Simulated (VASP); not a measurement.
# PtC18 in VASP: notebook

The runs below take PtC18 through single point, with PBEsol.

Program: VASP 6.6.1. These are calculated values, not measurements. Logs are shortened: lines on timing, memory, paths and dates and some standing lists are left out, and cuts for length are marked.

### Step 1. Starting point

The cell holds a slab with vacuum, 19 atoms: a = 7.398 Å, b = 7.398 Å, c = 12.000 Å, α = 90.00°, β = 90.00°, γ = 120.00°.

The cell was built by a generator and needn't be a form met in nature.

### Step 2. Single point, PBEsol

File INCAR:

```
  ALGO = Fast
  EDIFF = 1E-7
  ENCUT = 520
  GGA = PS
  ISIF = 2
  ISMEAR = 0
  LASPH = T
  LCHARG = T
  LELF = T
  LREAL = Auto
  LVHAR = T
  LWAVE = F
  NBANDS = 56
  NELM = 60
  PREC = Accurate
  SIGMA = 0.02
```

File KPOINTS:

```
k-points
0
Gamma
  2 2 1
```

File POSCAR:

```
PtC18
1.0
    7.3980000000      0.0000000000      0.0000000000
   -3.6990000000      6.4068560000      0.0000000000
    0.0000000000      0.0000000000     12.0000000000
C Pt
18 1
Direct
    0.0012561907     -0.0035165454      0.0799099167
    0.2238762545      0.1081336930      0.0800213333
    0.0022611135      0.3276652386      0.0854544167
    0.2243831419      0.4415624450      0.0793566667
    0.0032733721      0.6670401208      0.0959216667
    0.2277154796      0.7776147927      0.0845657500
    0.3349571738     -0.0033240953      0.0808571667
    0.5577334185      0.1088193648      0.0823991667
    0.3345818634      0.3293459382      0.0784514167
    0.5570409720      0.4415526118      0.0807555833
    0.3353409337      0.6629273391      0.0795968333
    0.5574218676      0.7752162683      0.0789982500
    0.6680726272     -0.0034751835      0.0817196667
    0.8906157081      0.1087299293      0.0812290833
    0.6652622857      0.3277281400      0.0870741667
    0.8896127688      0.4390790116      0.0993822500
    0.6675112009      0.6630194279      0.0800420000
    0.8895271275      0.7775846687      0.0840238333
    0.9687342508      0.5732668254      0.2577402500
```

Potentials or basis: VASP PAW PBE potentials, release 64 (C, Pt).

On the command line:

```console
cat potpaw_PBE.64/C/POTCAR potpaw_PBE.64/Pt/POTCAR > POTCAR
mpirun -np 1 vasp_std > vasp.out
```

OUTCAR:

```text
EDIFF = 1E-7
   ENCUT = 520
   GGA = PS
   ISIF = 2
   ISMEAR = 0
   LASPH = T
   LREAL = Auto
   NELM = 60
   PREC = Accurate

 ion  position               nearest neighbor table
   1  0.001  0.996  0.080-  18 1.40   2 1.43  14 1.43
   2  0.224  0.108  0.080-   9 1.42   7 1.43   1 1.43
   3  0.002  0.328  0.085-  14 1.40   4 1.43  16 1.45
   4  0.224  0.442  0.079-  11 1.42   9 1.43   3 1.43
   5  0.003  0.667  0.096-  18 1.44   6 1.44  16 1.46  19 2.03
   6  0.228  0.778  0.085-   7 1.40  11 1.43   5 1.44  19 2.72
   7  0.335  0.997  0.081-   6 1.40   2 1.43   8 1.43
   8  0.558  0.109  0.082-  15 1.40  13 1.43   7 1.43
   9  0.335  0.329  0.078-   2 1.42   4 1.43  10 1.43
  10  0.557  0.442  0.081-  17 1.42  15 1.42   9 1.43
  11  0.335  0.663  0.080-   4 1.42  12 1.42   6 1.43
  12  0.557  0.775  0.079-  13 1.42  11 1.42  17 1.42
  13  0.668  0.997  0.082-  12 1.42  14 1.43   8 1.43
  14  0.891  0.109  0.081-   3 1.40  13 1.43   1 1.43
  15  0.665  0.328  0.087-   8 1.40  10 1.42  16 1.44
  16  0.890  0.439  0.099-  15 1.44   3 1.45   5 1.46  19 2.09
  17  0.668  0.663  0.080-  10 1.42  18 1.42  12 1.42
  18  0.890  0.778  0.084-   1 1.40  17 1.42   5 1.44
  19  0.969  0.573  0.258-   5 2.03  16 2.09   6 2.72

  LATTYP: Found a hexagonal cell.
 ALAT       =     7.3980000000
 C/A-ratio  =     1.6220600162

  Lattice vectors:

 A1 = (   7.3980000000,   0.0000000000,   0.0000000000)
 A2 = (  -3.6990000000,   6.4068560000,   0.0000000000)
 A3 = (   0.0000000000,   0.0000000000,  12.0000000000)

Analysis of symmetry for initial positions (statically):
=====================================================================
 Subroutine PRICEL returns:
 Original cell was already a primitive cell.

 Routine SETGRP: Setting up the symmetry group for a
 hexagonal supercell.

 Subroutine GETGRP returns: Found  1 space group operations
 (whereof  1 operations were pure point group operations)
 out of a pool of 24 trial point group operations.

The static configuration has the point symmetry C_1 .

Analysis of symmetry for dynamics (positions and initial velocities):
=====================================================================
 Subroutine PRICEL returns:
 Original cell was already a primitive cell.

 Routine SETGRP: Setting up the symmetry group for a
 hexagonal supercell.

 Subroutine GETGRP returns: Found  1 space group operations
[... 121 lines left out ...]
   NFREE  =      0    steps in history (QN), initial steepest desc. (CG)
   ISIF   =      2    stress and relaxation
   ISYM   =      2    0-nonsym 1-usesym 2-fastsym
   POTIM  = 0.5000    time-step for ionic-motion
   TEBEG  =    0.0;   TEEND  =   0.0 temperature during run
   PSTRESS=    0.0 pullay stress
   NELECT =      82.0000    total number of electrons
   NUPDOWN=      -1.0000    fix difference up-down
   EMIN   =  10.00;   EMAX   =-10.00  energy-range for DOS
   EFERMI =   0.00;   METHOD = LEGACY
   ISMEAR =     0;   SIGMA  =   0.02  broadening in eV -4-tet -1-fermi 0-gaus
   EFERMI_NEDOS =   21; number of points for ismear=-14 and -15
   IALGO  =     68    algorithm
   IMIX   =      4    mixing-type and parameters
     AMIX     =   0.40;   BMIX     =  1.00
     AMIX_MAG =   1.60;   BMIX_MAG =  1.00
  volume/ion in A,a.u.               =      29.94       202.01
  Fermi-wavevector in a.u.,A,eV,Ry     =   0.858419  1.622176 10.025902  0.736883
  Thomas-Fermi vector in A             =   1.975621
   LORBIT       =      0    0 simple, 1 ext, 2 COOP (PROOUT), +10 PAW based schemes
   GGA     = PS    functional components
   LHFCALC =     F    Hartree Fock is set to
   AEXX    =    0.0000 exact exchange contribution
   IVDW    =     0    specifies the selected vdW correction
   LEPSILON=     F    determine dielectric tensor
   LRPA    =     F    only Hartree local field effects (RPA)
 non-spin polarized calculation
 RMM-DIIS sequential band-by-band and
 Gauss-broadening in eV      SIGMA  =   0.02
  energy-cutoff  :      520.00
  volume of cell :      568.78
 maximum number of plane-waves:     15363
 NGX is ok and might be reduce to    56
   NGX = 27   NGY = 27   NGZ = 45

 number of electron      81.9999995 magnetization

 Free energy of the ion-electron system (eV)
  ---------------------------------------------------
  ext. energy  EPLUGINS =         0.00000000
  ---------------------------------------------------
  free energy    TOTEN  =      -176.01096203 eV

  energy without entropy =     -176.01096203  energy(sigma->0) =     -176.01096203

 E-fermi :  -1.2951     XC(G=0):  -4.1839

 val. band max:       -1.4077027935   @ k =   0.0000   0.0000   0.0000
 cond. band min:      -1.1108440570   @ k =   0.0000   0.0000   0.0000
 fundamental gap:      0.2968587365
 Fermi energy:        -1.2951100914

 k-point     1 :       0.0000    0.0000    0.0000
  band No.  band energies     occupation
      1     -20.9492      2.00000
      2     -18.6139      2.00000
      3     -18.3910      2.00000
      4     -18.3216      2.00000
      5     -18.2923      2.00000
      6     -18.2667      2.00000
[... 213 lines left out ...]
     52       4.8944      0.00000
     53       4.9343      0.00000
 [bands above 53 left out]

------------------------ aborting loop because EDIFF is reached ----------------------------------------

  FORCE on cell =-STRESS in cart. coord.  units (eV):
  Direction    XX          YY          ZZ          XY          YZ          ZX
  --------------------------------------------------------------------------------------
  -------------------------------------------------------------------------------------
  Total        3.9583912     -1.6596594      0.2017201     -0.0967568     -0.4003723     -0.2594905
  in kB       11.1503566     -4.6750796      0.5682235     -0.2725534     -1.1278052     -0.7309563
  external PRESSURE =       2.3478335 kB  Pullay stress =       0.0000000 kB

 VOLUME and BASIS-vectors are now :
 -----------------------------------------------------------------------------
  energy-cutoff  :      520.00
  volume of cell :      568.78
      direct lattice vectors                 reciprocal lattice vectors
     7.398000000  0.000000000  0.000000000     0.135171668  0.078041398  0.000000000
    -3.699000000  6.406856000  0.000000000     0.000000000  0.156082796  0.000000000
     0.000000000  0.000000000 12.000000000     0.000000000  0.000000000  0.083333333

 POSITION                                       TOTAL-FORCE (eV/Angst)
 -----------------------------------------------------------------------------------
     -3.67670      6.38433      0.95892         0.013348      0.020609      0.006407
      1.25625      0.69280      0.96026         0.006779      0.003576      0.000924
     -1.19531      2.09930      1.02545         0.002819      0.019554      0.008024
      0.02665      2.82903      0.95228         0.007218      0.005119      0.003454
     -2.44317      4.27363      1.15106         0.013334      0.052474     -0.037666
     -1.19176      4.98207      1.01479         0.001234      0.008693     -0.042067
[... 11 lines left out ...]
      3.70444      4.98187      1.00829         0.014190      0.010039      0.011873
      5.04618      3.67284      3.09288        -0.121139     -0.190297      0.156777
 -----------------------------------------------------------------------------------
    total drift:                               -0.001137     -0.000642      0.033701

  FREE ENERGIE OF THE ION-ELECTRON SYSTEM (eV)
  ---------------------------------------------------
  free  energy   TOTEN  =      -176.0109620350 eV

  energy  without entropy=     -176.0109620350  energy(sigma->0) =     -176.01096203
```

stdout:

```text
POSCAR found type information on POSCAR C Pt
 POSCAR found :  2 types and      19 ions
 scaLAPACK will be used
 -----------------------------------------------------------------------------
|                                                                             |
|                                                                             |
|     You enforced a specific xc type in the INCAR file but a different       |
|     I HOPE YOU KNOW WHAT YOU ARE DOING!                                     |
|                                                                             |
 -----------------------------------------------------------------------------

 LDA part: xc-table for (Slater+PW92), standard interpolation
 POSCAR, INCAR and KPOINTS ok, starting setup
 FFT: planning ... GRIDC
 FFT: planning ... GRID_SOFT
 FFT: planning ... GRID
 WAVECAR not read
 entering main loop
```

Run time: 8.8 min. Hardware: 1 thread of Intel Xeon Platinum 8175M at 2.50GHz (Skylake/Cascade Lake), shared host; peak memory 0.6 GiB.

What came out:

```
Free energy            : -176.0110 eV
Largest force          : 0.275 eV/Å
Band gap on the k mesh : 0.30 eV, direct
```

Forces in eV/Å, atoms in the order of the input:
```
C    0.013  0.021  0.006
C    0.007  0.004  0.001
C    0.003  0.020  0.008
C    0.007  0.005  0.003
C    0.013  0.052 -0.038
C    0.001  0.009 -0.042
C    0.005  0.015 -0.015
C   -0.003 -0.001 -0.013
C    0.008  0.022 -0.003
C   -0.005  0.013 -0.001
C    0.003  0.011 -0.006
C    0.007  0.010 -0.015
C    0.012  0.022 -0.009
C    0.011  0.004  0.002
C    0.009  0.020  0.001
C    0.012 -0.045 -0.050
C    0.003 -0.001  0.001
C    0.014  0.010  0.012
Pt  -0.121 -0.190  0.157
```

Caveat: the k mesh is coarse (spacing up to 0.49 Å⁻¹), so the values aren't converged; the PAW data sets were made with another functional, which shifts forces and pressure a little; spin-orbit coupling is left out, which moves the levels of the heavy elements. Expect the measured gap to be larger: semilocal functionals such as PBEsol lack the derivative discontinuity.

### Step 3. Single point, PBEsol

File INCAR:

```
ALGO = Fast ; EDIFF = 1E-7
ENCUT = 520 ; GGA = PS
ISIF = 2 ; ISMEAR = 0
LASPH = T ; LCHARG = F
LREAL = Auto ; LWAVE = F
NBANDS = 56 ; NELM = 60
PREC = Accurate ; SIGMA = 0.02
```

KPOINTS is that of step 2.

File POSCAR:

```
PtC18
1.0
    7.3980000000      0.0000000000      0.0000000000
   -3.6990000000      6.4068560000      0.0000000000
    0.0000000000      0.0000000000     12.0000000000
C Pt
18 1
Direct
    0.0013803621     -0.0028261912      0.0790794167
    0.2236236214      0.1078179375      0.0809500000
    0.0024030572      0.3288539652      0.0824759167
    0.2237309637      0.4409836900      0.0782734167
   -0.0001182446      0.6648100098      0.0915648333
    0.2259596646      0.7756543927      0.0930208333
    0.3359669754     -0.0020265790      0.0863680000
    0.5566308203      0.1080807810      0.0852749167
    0.3352255575      0.3294903148      0.0783150000
    0.5569054735      0.4411048102      0.0809438333
    0.3358675617      0.6623209574      0.0824870000
    0.5564468264      0.7747211737      0.0805425833
    0.6682587574     -0.0035206036      0.0831331667
    0.8900114410      0.1082721385      0.0805432500
    0.6667352145      0.3287526675      0.0863227500
    0.8890351251      0.4387331321      0.0929960000
    0.6675532033      0.6633437680      0.0790736667
    0.8876789485      0.7770432175      0.0812749167
    1.0314376147      0.6329160512      0.2548600000
```

Potentials or basis: VASP PAW PBE potentials, release 64 (C, Pt).

On the command line:

```console
cat potpaw_PBE.64/C/POTCAR potpaw_PBE.64/Pt/POTCAR > POTCAR
mpirun -np 1 vasp_std > vasp.out
```

Wall time 7.5 min (1 thread of Intel Xeon Platinum 8175M at 2.50GHz (Skylake/Cascade Lake), shared host); peak memory 0.6 GiB.

The run converged. Its results:

```yaml
Free_energy: -175.8596 eV
Largest_force: 0.112 eV/Å
Band_gap_on_the_k_mesh: 0.21 eV, direct
```

Forces on the atoms (eV/Å):
```
C    0.007  0.002 -0.002
C   -0.001 -0.001  0.005
C   -0.008 -0.007 -0.006
C    0.010  0.001 -0.002
C   -0.033  0.024 -0.092
C    0.014  0.012  0.005
C   -0.009 -0.003 -0.009
C    0.009 -0.007 -0.005
C   -0.010  0.007 -0.005
C   -0.002  0.002  0.000
C    0.004  0.002  0.000
C    0.004 -0.014  0.003
C   -0.010  0.004 -0.002
C    0.005  0.007  0.001
C    0.000  0.000  0.001
C    0.004 -0.010  0.003
C   -0.011 -0.007 -0.006
C    0.011  0.000  0.001
Pt   0.018 -0.012  0.110
```

Levels at points of the mesh, in eV from the valence-band top:
```csv
k point,band 38,band 39,band 40,band 41,band 42,band 43,band 44,band 45
"(0.00, 0.00, 0.00)",-1.47,-1.43,-0.31,0.00,0.21,0.35,0.79,3.63
"(0.50, 0.00, 0.00)",-1.59,-1.49,-1.13,-0.92,0.31,1.65,2.37,2.43
"(0.00, 0.50, 0.00)",-1.59,-1.49,-1.13,-0.92,0.31,1.65,2.37,2.43
"(0.50, 0.50, 0.00)",-1.58,-1.45,-1.07,-1.01,0.39,1.66,2.40,2.47
```

Caveat: the k mesh is coarse (spacing up to 0.49 Å⁻¹), so the values aren't converged; the PAW data sets were made with another functional, which shifts forces and pressure a little; spin-orbit coupling is left out, which moves the levels of the heavy elements. A hybrid or GW would open this gap; PBEsol tends to underestimate it.
